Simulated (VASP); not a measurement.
# YSn2Au2 (I4/mmm) in VASP: single point with PBE

Aim: the single point of YSn2Au2 with PBE.

Program: VASP 6.6.1. These are calculated values, not measurements. Logs are shortened: lines on timing, memory, paths and dates and some standing lists are left out, and cuts for length are marked.

### 1 The crystal as given

It takes space group I4/mmm (No. 139, tetragonal). Conventional cell: a = 4.551 Å, b = 4.551 Å, c = 10.735 Å, α = 90.00°, β = 90.00°, γ = 90.00°. Y (site symmetry 4/mmm) has 8 Sn at 3.49 Å and 8 Au at 3.52 Å as nearest neighbours. Around Sn (site symmetry 4mm) lie 4 Au at 2.64 Å and 1 Sn at 2.68 Å. Au (site symmetry -4m2) has 4 Sn at 2.64 Å as nearest neighbours.

The cell was built by a generator and needn't be a form met in nature.

### 2 Single point, PBE

INCAR reads:

```
  PREC = Accurate
  ENCUT = 520
  EDIFF = 1E-6
  ISMEAR = -1
  SIGMA = 0.1
  LREAL = False
  LASPH = True
  NELM = 80
  ALGO = Fast
  ISIF = 2
  LWAVE = False
  LCHARG = False
  GGA = PE
  NBANDS = 38
```

KPOINTS reads:

```
regular mesh
0
Gamma
  8 8 8
```

POSCAR reads:

```
YSn2Au2
1.0
    0.0000000000      4.5514870000      0.0000000000
    4.5514870000      0.0000000000      0.0000000000
    2.2757430000      2.2757430000     -5.3677260000
Y Sn Au
1 2 2
Direct
    0.0000000000      0.0000000000      0.0000000000
    0.3750000000      0.3750000000      0.2500000000
    0.6250000000      0.6250000000      0.7500000000
    0.7500000000      0.2500000000      0.5000000000
    0.2500000000      0.7500000000      0.5000000000
```

Potentials or basis: VASP PAW PBE potentials, release 64 (Y_sv, Sn_d, Au).

The run is started by

```console
$ cat potpaw_PBE.64/Y_sv/POTCAR potpaw_PBE.64/Sn_d/POTCAR potpaw_PBE.64/Au/POTCAR > POTCAR
$ mpirun -np 1 vasp_std > vasp.out
```

OUTCAR:

```text
PREC = Accurate
   ENCUT = 520
   EDIFF = 1E-6
   ISMEAR = -1
   LREAL = False
   LASPH = True
   NELM = 80
   ISIF = 2
   GGA = PE

 ion  position               nearest neighbor table
   1  0.000  0.000  0.000-   2 3.49   3 3.49   3 3.49   3 3.49   2 3.49   2 3.49   3 3.49   2 3.49
                             5 3.52   4 3.52   5 3.52   4 3.52   4 3.52   5 3.52   5 3.52   4 3.52
   2  0.375  0.375  0.250-   4 2.64   5 2.64   5 2.64   4 2.64   3 2.68   1 3.49   1 3.49   1 3.49
                             1 3.49   1 4.03
   3  0.625  0.625  0.750-   4 2.64   5 2.64   5 2.64   4 2.64   2 2.68   1 3.49   1 3.49   1 3.49
                             1 3.49   1 4.03
   4  0.750  0.250  0.500-   2 2.64   3 2.64   2 2.64   3 2.64   5 3.22   5 3.22   5 3.22   5 3.22
                             1 3.52   1 3.52   1 3.52   1 3.52
   5  0.250  0.750  0.500-   2 2.64   3 2.64   2 2.64   3 2.64   4 3.22   4 3.22   4 3.22   4 3.22
                             1 3.52   1 3.52   1 3.52   1 3.52

  LATTYP: Found a body centered tetragonal cell.
 ALAT       =     4.5514870000
 C/A-ratio  =     2.3586691558

  Lattice vectors:

 A1 = (  -2.2757430000,   2.2757440000,   5.3677260000)
 A2 = (   2.2757440000,  -2.2757430000,   5.3677260000)
 A3 = (   2.2757430000,   2.2757430000,  -5.3677260000)

Analysis of symmetry for initial positions (statically):
=====================================================================
 Subroutine PRICEL returns:
 Original cell was already a primitive cell.

 Routine SETGRP: Setting up the symmetry group for a
 body centered tetragonal supercell.

 Subroutine GETGRP returns: Found 16 space group operations
 (whereof 16 operations were pure point group operations)
 out of a pool of 16 trial point group operations.

The static configuration has the point symmetry D_4h.

Analysis of symmetry for dynamics (positions and initial velocities):
=====================================================================
 Subroutine PRICEL returns:
 Original cell was already a primitive cell.

 Routine SETGRP: Setting up the symmetry group for a
 body centered tetragonal supercell.

 Subroutine GETGRP returns: Found 16 space group operations
 (whereof 16 operations were pure point group operations)
 out of a pool of 16 trial point group operations.

The dynamic configuration has the point symmetry D_4h.

 Subroutine INISYM returns: Found 16 space group operations
 (whereof 16 operations are pure point group operations),
 and found     1 'primitive' translations

----------------------------------------------------------------------------------------

                                     Primitive cell

  volume of cell :     111.1980

  direct lattice vectors                    reciprocal lattice vectors
     0.000000000  4.551487000  0.000000000     0.000000000  0.219708416  0.093149295
     4.551487000  0.000000000  0.000000000     0.219708416  0.000000000  0.093149295
     2.275743000  2.275743000 -5.367726000     0.000000000  0.000000000 -0.186298630

  length of vectors
     4.551487000  4.551487000  6.258633622     0.238639014  0.238639014  0.186298630

  position of ions in fractional coordinates (direct lattice)
     0.000000000  0.000000000  0.000000000
     0.375000000  0.375000000  0.250000000
     0.625000000  0.625000000  0.750000000
     0.750000000  0.250000000  0.500000000
     0.250000000  0.750000000  0.500000000

  ion indices of the primitive-cell ions
   primitive index   ion index
                 1           1
                 2           2
                 3           3
                 4           4
                 5           5

----------------------------------------------------------------------------------------

 KPOINTS: regular mesh

Automatic generation of k-mesh.
 Grid dimensions read from file:
 generate k-points for:    8    8    8

 Generating k-lattice:

  Cartesian coordinates                     Fractional coordinates (reciprocal lattice)
     0.000000000  0.027463552  0.011643662     0.125000000  0.000000000  0.000000000
     0.027463552  0.000000000  0.011643662     0.000000000  0.125000000  0.000000000
     0.000000000  0.000000000 -0.023287329     0.000000000  0.000000000  0.125000000

  Length of vectors
     0.029829877  0.029829877  0.023287329

  Shift w.r.t. Gamma in fractional coordinates (k-lattice)
     0.000000000  0.000000000  0.000000000

 Subroutine IBZKPT returns following result:
 ===========================================

 Found     59 irreducible k-points:

 Following reciprocal coordinates:
            Coordinates               Weight
  0.000000  0.000000  0.000000      1.000000
  0.125000  0.000000 -0.000000      8.000000
  0.250000  0.000000 -0.000000      8.000000
  0.375000  0.000000 -0.000000      8.000000
  0.500000  0.000000 -0.000000      4.000000
  0.125000  0.125000 -0.000000      8.000000
[... 16 lines left out ...]
  0.250000  0.000000  0.125000      4.000000
  0.375000  0.000000  0.125000      8.000000
 [... further k-points ...]
   k-points           NKPTS =     59   k-points in BZ     NKDIM =     59   number of bands    NBANDS=     38
   number of dos      NEDOS =    301   number of ions     NIONS =      5
   total plane-waves  NPLWV =  62208
   dimension x,y,z NGX =    36 NGY =   36 NGZ =   48
   dimension x,y,z NGXF=    72 NGYF=   72 NGZF=   96
   ions per type =               1   2   2
   NGX,Y,Z   is equivalent  to a cutoff of  13.15, 13.15, 12.75 a.u.
   NGXF,Y,Z  is equivalent  to a cutoff of  26.30, 26.30, 25.50 a.u.
 SYSTEM =  unknown system
   PREC   = accura    normal or accurate (medium, high low for compatibility)
   ISTART =      0    job   : 0-new  1-cont  2-samecut
   ICHARG =      2    charge: 1-file 2-atom 10-const
   ISPIN  =      1    spin polarized calculation?
   LNONCOLLINEAR =      F non collinear calculations
   LSORBIT =      F    spin-orbit coupling
   LASPH  =      T    aspherical Exc in radial PAW
   ENCUT  =  520.0 eV  38.22 Ry    6.18 a.u.   8.46  8.46 11.64*2*pi/ulx,y,z
   NELM   =     80;   NELMIN=  2; NELMDL= -5     # of ELM steps
   EDIFF  = 0.1E-05   stopping-criterion for ELM
   LREAL  =      F    real-space projection
   EDIFFG = 0.1E-04   stopping-criterion for IOM
   NSW    =      0    number of steps for IOM
   IBRION =     -1    ionic relax: 0-MD 1-quasi-New 2-CG
   NFREE  =      0    steps in history (QN), initial steepest desc. (CG)
   ISIF   =      2    stress and relaxation
   ISYM   =      2    0-nonsym 1-usesym 2-fastsym
   POTIM  = 0.5000    time-step for ionic-motion
   TEBEG  =    0.0;   TEEND  =   0.0 temperature during run
   PSTRESS=    0.0 pullay stress
   NELECT =      61.0000    total number of electrons
   NUPDOWN=      -1.0000    fix difference up-down
   EMIN   =  10.00;   EMAX   =-10.00  energy-range for DOS
   EFERMI =   0.00;   METHOD = LEGACY
   ISMEAR =    -1;   SIGMA  =   0.10  broadening in eV -4-tet -1-fermi 0-gaus
   EFERMI_NEDOS =   21; number of points for ismear=-14 and -15
   IALGO  =     68    algorithm
   IMIX   =      4    mixing-type and parameters
     AMIX     =   0.40;   BMIX     =  1.00
     AMIX_MAG =   1.60;   BMIX_MAG =  1.00
  volume/ion in A,a.u.               =      22.24       150.08
  Fermi-wavevector in a.u.,A,eV,Ry     =   1.340147  2.532511 24.435984  1.795994
  Thomas-Fermi vector in A             =   2.468483
   LORBIT       =      0    0 simple, 1 ext, 2 COOP (PROOUT), +10 PAW based schemes
   GGA     = PE    functional components
   LHFCALC =     F    Hartree Fock is set to
   AEXX    =    0.0000 exact exchange contribution
   IVDW    =     0    specifies the selected vdW correction
   LEPSILON=     F    determine dielectric tensor
   LRPA    =     F    only Hartree local field effects (RPA)
 non-spin polarized calculation
 RMM-DIIS sequential band-by-band and
  energy-cutoff  :      520.00
  volume of cell :      111.20
 maximum number of plane-waves:      3023
 NGX is ok and might be reduce to    36
   NGX = 17   NGY = 17   NGZ = 23

 number of electron      60.9999992 magnetization

 Free energy of the ion-electron system (eV)
  ---------------------------------------------------
  ext. energy  EPLUGINS =         0.00000000
  ---------------------------------------------------
  free energy    TOTEN  =       -22.13025930 eV

  energy without entropy =      -22.08488730  energy(sigma->0) =      -22.10757330

 E-fermi :   8.5826     XC(G=0): -11.1369

 val. band max:        8.5683142406   @ k =   0.3750   0.1250  -0.0000
 cond. band min:       8.6159127131   @ k =  -0.2500   0.0000   0.2500
 fundamental gap:      0.0475984725
 Fermi energy:         8.5826053001

 k-point     1 :       0.0000    0.0000    0.0000
  band No.  band energies     occupation
      1     -35.2520      2.00000
      2     -15.2050      2.00000
      3     -15.1891      2.00000
      4     -15.1891      2.00000
      5     -13.5029      2.00000
      6     -13.3283      2.00000
[... 30 lines left out ...]
     37      12.0002      0.00000
     38      12.1147      0.00000

 k-point     2 :       0.1250    0.0000   -0.0000
  band No.  band energies     occupation
      1     -35.2519      2.00000
      2     -15.2045      2.00000
      3     -15.1932      2.00000
      4     -15.1893      2.00000
      5     -13.5029      2.00000
      6     -13.3314      2.00000
[... 30 lines left out ...]
     37      11.4851      0.00000
     38      11.9157      0.00000

 k-point     3 :       0.2500    0.0000   -0.0000
  band No.  band energies     occupation
      1     -35.2516      2.00000
      2     -15.2035      2.00000
      3     -15.2027      2.00000
      4     -15.1898      2.00000
      5     -13.5028      2.00000
      6     -13.3390      2.00000
[... 30 lines left out ...]
     37      11.8242      0.00000
[... 781 lines left out ...]
 k-point    23 :       0.2500    0.0000    0.1250
  band No.  band energies     occupation
      1     -35.2516      2.00000
      2     -15.2031      2.00000
      3     -15.2030      2.00000
      4     -15.1898      2.00000
      5     -13.5025      2.00000
      6     -13.3380      2.00000
[... 30 lines left out ...]
     37      11.8465      0.00000
     38      12.3006      0.00000

 k-point    24 :       0.3750    0.0000    0.1250
  band No.  band energies     occupation
      1     -35.2513      2.00000
      2     -15.2128      2.00000
      3     -15.2017      2.00000
      4     -15.1902      2.00000
      5     -13.5024      2.00000
      6     -13.3457      2.00000
[... 30 lines left out ...]
     37      11.8880      0.00000
     38      12.7104      0.00000

 [... further k-points ...]

------------------------ aborting loop because EDIFF is reached ----------------------------------------

  FORCE on cell =-STRESS in cart. coord.  units (eV):
  Direction    XX          YY          ZZ          XY          YZ          ZX
  --------------------------------------------------------------------------------------
  -------------------------------------------------------------------------------------
  Total        6.3898349      6.3898349      6.5552518      0.0000000      0.0000006      0.0000006
  in kB       92.0668457     92.0668457     94.4502278      0.0000000      0.0000088      0.0000088
  external PRESSURE =      92.8613064 kB  Pullay stress =       0.0000000 kB

 VOLUME and BASIS-vectors are now :
 -----------------------------------------------------------------------------
  energy-cutoff  :      520.00
  volume of cell :      111.20
      direct lattice vectors                 reciprocal lattice vectors
     0.000000000  4.551487000  0.000000000     0.000000000  0.219708416  0.093149295
     4.551487000  0.000000000  0.000000000     0.219708416  0.000000000  0.093149295
     2.275743000  2.275743000 -5.367726000     0.000000000  0.000000000 -0.186298630

 POSITION                                       TOTAL-FORCE (eV/Angst)
 -----------------------------------------------------------------------------------
      0.00000      0.00000      0.00000         0.000000     -0.000000      0.000000
      2.27574      2.27574     -1.34193         0.000000      0.000000      0.741078
      4.55149      4.55149     -4.02579        -0.000000     -0.000000     -0.741078
      2.27574      4.55149     -2.68386        -0.000000      0.000000     -0.000000
      4.55149      2.27574     -2.68386         0.000000      0.000000      0.000000
 -----------------------------------------------------------------------------------
    total drift:                                0.000000      0.000000      0.000000

  FREE ENERGIE OF THE ION-ELECTRON SYSTEM (eV)
  ---------------------------------------------------
  free  energy   TOTEN  =       -22.1302592981 eV

  energy  without entropy=      -22.0848873010  energy(sigma->0) =      -22.10757330
```

Wall time 6.3 min (1 thread of AMD EPYC 9R45 (Zen 5), shared host); peak memory 0.4 GiB.

Results:

```
Free energy            : -22.1303 eV
Pressure               : 9.3 GPa
Largest force          : 0.741 eV/Å
Band gap on the k mesh : none (metal or under the smearing width)
```

Forces on the atoms (eV/Å):
```
Y    0.000  0.000  0.000
Sn   0.000  0.000  0.741
Sn   0.000  0.000 -0.741
Au   0.000  0.000  0.000
Au   0.000  0.000  0.000
```

Stress tensor (GPa, compression positive):
```
9.21 0.00 0.00
0.00 9.21 0.00
0.00 0.00 9.45
```

Levels at points of the mesh, in eV from the Fermi level:
```tsv
k point	band 27	band 28	band 29	band 30	band 31	band 32	band 33	band 34	band 35	band 36
(0.00, 0.00, 0.00)	-3.72	-2.09	-2.09	-0.74	0.05	0.86	0.86	1.49	1.87	2.54
(0.50, 0.00, 0.00)	-4.31	-3.01	-1.15	0.49	0.60	1.33	1.38	1.47	2.05	2.18
(0.50, 0.50, 0.00)	-3.58	-3.26	-3.12	-2.81	-1.91	1.97	2.15	2.48	2.50	2.52
(0.00, 0.00, 0.50)	-2.29	-2.29	-1.06	-0.11	1.39	1.65	1.65	1.79	1.83	2.34
```
